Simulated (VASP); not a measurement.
The system is SiNi.

```xyz
8
Lattice="5.1731 0.0000 0.0000 0.0000 3.3381 0.0000 0.0000 0.0000 5.6049" Properties=species:S:1:pos:R:3 pbc="T T T"
Si    1.6620    2.5036    0.4624
Si    0.9245    0.8345    3.2649
Si    4.2486    2.5036    2.3400
Si    3.5111    0.8345    5.1425
Ni    0.0403    0.8345    1.0510
Ni    2.5463    2.5036    3.8535
Ni    2.6268    0.8345    1.7514
Ni    5.1328    2.5036    4.5539
```

```yaml
Program: VASP 6.6.1
Task: relaxation of cell and atoms
Functional: PBEsol
Potentials_or_basis: VASP PAW PBE potentials, release 64 (Si, Ni)
Cutoff: 600 eV
k_mesh: 8 × 12 × 8
Occupations: methfessel-paxton, width 0.1 eV
Spin: no spin polarisation
```

At the start: pressure -4.2 GPa; volume 12.10 Å³/atom.

Question: Where does the relaxation end?

Answer: Over 12 steps the energy falls by 5.0 meV/atom and the volume is 11.81 Å³/atom (-2.4 %); space group Pnma (No. 62, to 0.05 Å).

Step by step:
```
step  energy change (eV)  largest force (eV/Å)  pressure (GPa)  volume (Å³)
   1              0.0000                0.0836           -4.18        96.79
   2              0.0011                0.1136            4.80        92.43
   3             -0.0301                0.0743            0.08        94.59
   4             -0.0325                0.0602            0.10        94.58
   5             -0.0366                0.0588            0.01        94.54
   6             -0.0368                0.0692            0.03        94.53
   7             -0.0384                0.0485           -0.06        94.55
   8             -0.0390                0.0503           -0.11        94.56
   9             -0.0396                0.0327            0.07        94.46
  10             -0.0397                0.0228            0.24        94.37
  11             -0.0399                0.0072           -0.13        94.56
  12             -0.0399                0.0071           -0.06        94.50
```

Final structure:
```yaml
crystal:
  lattice:
    - [5.08838, 0.00000, 0.00000]
    - [0.00000, 3.36357, 0.00000]
    - [0.00000, 0.00000, 5.52149]
  atoms:
    - { symbol: Si, position: [0.32113, 0.75000, 0.08712] }
    - { symbol: Si, position: [0.17887, 0.25000, 0.58712] }
    - { symbol: Si, position: [0.82113, 0.75000, 0.41288] }
    - { symbol: Si, position: [0.67887, 0.25000, 0.91288] }
    - { symbol: Ni, position: [0.00952, 0.25000, 0.18745] }
    - { symbol: Ni, position: [0.49048, 0.75000, 0.68745] }
    - { symbol: Ni, position: [0.50952, 0.25000, 0.31255] }
    - { symbol: Ni, position: [0.99048, 0.75000, 0.81255] }
```

Caveat: the PAW data sets were made with another functional, which shifts forces and pressure a little.
